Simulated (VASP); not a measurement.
**LiCl (relaxed from the wurtzite structure, space group P6_3mc): computed properties**

The numbers are results of r2SCAN meta-GGA, VASP's PBE PAW potentials (set 64) (plane waves; VASP), not measurements.

```
Quantity                                                                                                               Value
---------------------------------------------  -----------------------------------------------------------------------------
space group                                                                                                     P6_3mc (186)
cell                                           a = 3.8746 Å, b = 3.8746 Å, c = 6.2448 Å, α = 90.00°, β = 90.00°, γ = 120.00°
volume per atom                                                                                                20.30 Å³/atom
band gap (over mesh and band path)                                                                                   6.79 eV
smallest direct gap (over mesh and band path)                                                                        6.79 eV
band-edge character                                                                                           direct, Γ to Γ
density                                                                                                           1.73 g/cm³
mean ε∞ (independent particles)                                                                                         2.58
```

```cif
data_Cl2Li2
_chemical_formula_sum 'Li2 Cl2'
_space_group_name_H-M_alt 'P 1'
_space_group_IT_number 1
_cell_length_a 3.87461
_cell_length_b 3.87461
_cell_length_c 6.24484
_cell_angle_alpha 90.000
_cell_angle_beta 90.000
_cell_angle_gamma 120.000
loop_
_space_group_symop_operation_xyz
  'x, y, z'
loop_
_atom_site_label
_atom_site_type_symbol
_atom_site_fract_x
_atom_site_fract_y
_atom_site_fract_z
_atom_site_occupancy
Li1 Li 0.66667 0.33333 0.00182 1
Li2 Li 0.33333 0.66667 0.50182 1
Cl1 Cl 0.66667 0.33333 0.62338 1
Cl2 Cl 0.33333 0.66667 0.12338 1
```

The structure was generated: LiCl was put into the wurtzite type (P6_3mc), which need not be its known phase. It was relaxed first. Symmetry was kept, so distortions that lower it aren't found.
